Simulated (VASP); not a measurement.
Wanted: the native input for a VASP 6.6.1 run.

* Task: electrostatic potential
* Functional: LDA
* Potentials or basis: VASP PAW LDA potentials, release 64 (Pb_d, S)
* Cutoff: 520 eV
* k mesh: 10 × 10 × 10
* Occupations: gaussian, width 0.02 eV
* Spin: no spin polarisation
* Further INCAR settings: ALGO = Fast; EDIFF = 1e-07

The structure of PbS lies in POSCAR:

```
PbS                                     
1.0
    0.0000000000      2.9247000561      2.9247000561
    2.9247000561      0.0000000000      2.9247000561
    2.9247000561      2.9247000561      0.0000000000
  Pb              S             
     1     1
Direct
     0.0000000000000000    0.0000000000000000    0.0000000000000000
     0.5000000000000000    0.5000000000000000    0.5000000000000000
```

The cell was built by a generator and needn't be a form met in nature.

One way to write it, as run:

INCAR

```
  PREC = Accurate
  ENCUT = 520
  EDIFF = 1E-7
  ISMEAR = 0
  SIGMA = 0.02
  LREAL = F
  LASPH = T
  NELM = 100
  ALGO = Fast
  ISIF = 2
  LWAVE = F
  LCHARG = T
  LVHAR = T
```

KPOINTS

```
Automatic mesh
0
Gamma
  10 10 10
```

Potentials or basis: VASP PAW LDA potentials, release 64 (Pb_d, S).

Command:

```sh
$ cat potpaw_LDA.64/Pb_d/POTCAR potpaw_LDA.64/S/POTCAR > POTCAR
$ mpirun -np 1 vasp_std > vasp.out
```

It gave:

The pressure is -0.1 GPa. The band gap on the k mesh is 0.05 eV, direct.

Caveat: spin-orbit coupling is left out, which as a rule narrows the gap of such compounds by several tenths of an eV.

It took 20 s on 1 thread of Intel(R) Xeon(R) Platinum 8488C (Sapphire Rapids), with other jobs on the host, peak memory 0.17 GiB.
